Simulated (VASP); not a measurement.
Crystal: C.

```
CELL_PARAMETERS angstrom
2.46100 0.00000 0.00000
-1.23050 2.13129 0.00000
0.00000 0.00000 6.97632
ATOMIC_POSITIONS crystal
C 0.00000 0.00000 0.25000
C 0.33333 0.66667 0.25000
C 0.00000 0.00000 0.75000
C 0.66667 0.33333 0.75000
```

The cell was built by a generator and needn't be a form met in nature.

Base run:

```yaml
Program: VASP 6.6.1
Functional: optB86b-vdW
Potentials_or_basis: VASP PAW PBE potentials, release 64 (C)
Cutoff: 520 eV
k_mesh: 16 × 16 × 4
Occupations: fermi-dirac, width 0.05 eV
Spin: no spin polarisation
```

Its results: band gap on the k mesh 0.66 eV, direct; pressure 1.6 GPa.

The run is repeated on the same cell with these changes: functional from optB86b-vdW to PBE. What comes out?

Band gap on the k mesh 0.68 eV, direct; pressure 2.8 GPa.

Caveats: the PAW data sets were made with another functional, which shifts forces and pressure a little (some runs); this functional lacks dispersion, which binds the layers, so the pressure and a relaxed spacing across them are unreliable (some runs).

A k mesh can miss the band edges.
